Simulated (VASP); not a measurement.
Set up this calculation in VASP 6.6.1, as the native input.

* Task: single point
* Functional: PBE
* Potentials or basis: VASP PAW PBE potentials, release 64 (Tl_d, Zr_sv, Se)
* Cutoff: 520 eV
* k mesh: 2 × 4 × 2
* Occupations: methfessel-paxton, width 0.0775 eV
* Spin: no spin polarisation
* Dipole correction: no
* Further INCAR settings: ALGO = Fast; EDIFF = 1e-07; NBANDS = 68

The structure of ZrTl2Se3 lies in POSCAR:

```
ZrTl2Se3
1.0
    8.1264060000      0.0000000000      0.0000000000
    0.0000000000      3.8652250000      0.0000000000
   -1.3725240000      0.0000000000     10.4591840000
Tl Zr Se
4 2 6
Direct
    0.0663416606      0.2484372837      0.6596964926
    0.9352998050      0.7465138511      0.3377521612
    0.7471884370      0.2542237515      0.0023661502
    0.2509015395      0.7502634387      1.0009178536
    0.4105225265      0.2341043536      0.3355990295
    0.5926893675      0.7584549412      0.6590022702
    0.1398519989      0.2501230847      0.1906342789
    0.8598064247      0.7559422802      0.8080369367
    0.4531128808      0.2594943373      0.7885845588
    0.5475199838      0.7378864102      0.2148171406
    0.6844292380      0.2441769884      0.5142568483
    0.3122644761      0.7624259907      0.4880103457
```

The cell was built by a generator and needn't be a form met in nature.

One way to write it, as run:

INCAR

```
SYSTEM = ZrTl2Se3
PREC     = Accurate       ! precision mode
ENCUT    = 520            ! plane-wave cutoff, eV
EDIFF    = 1E-7           ! SCF threshold, eV
ISMEAR   = 1              ! smearing method
SIGMA    = 0.0775         ! smearing width, eV
LREAL    = .False.        ! projectors in reciprocal space
LASPH    = .True.         ! aspherical terms in the spheres
NELM     = 80             ! most SCF steps
ALGO     = Fast           ! electronic algorithm
ISIF     = 2              ! what is computed and relaxed
LWAVE    = .False.        ! write WAVECAR
LCHARG   = .False.        ! write CHGCAR
GGA      = PE             ! functional
NBANDS   = 68             ! bands
```

KPOINTS

```
Automatic mesh
0
Gamma
  2 4 2
  0 0 0
```

Potentials or basis: VASP PAW PBE potentials, release 64 (Tl_d, Zr_sv, Se).

Launch:

```console
$ cat potpaw_PBE.64/Tl_d/POTCAR potpaw_PBE.64/Zr_sv/POTCAR potpaw_PBE.64/Se/POTCAR > POTCAR
$ mpirun -np 1 vasp_std > vasp.out
```

Results of the run:

- Pressure: 4.7 GPa
- Largest force: 1.277 eV/Å
- Band gap on the k mesh: 0.56 eV, indirect (least direct gap 0.58 eV)

Caveat: spin-orbit coupling is left out, which as a rule narrows the gap of such compounds by several tenths of an eV; forces of over 1 eV/Å show positions far from the minimum, so gaps and moduli don't describe the material at rest.

It took 4.6 min on 1 thread of Intel(R) Xeon(R) 6975P-C (Granite Rapids) (shared host), peak memory 0.51 GiB.
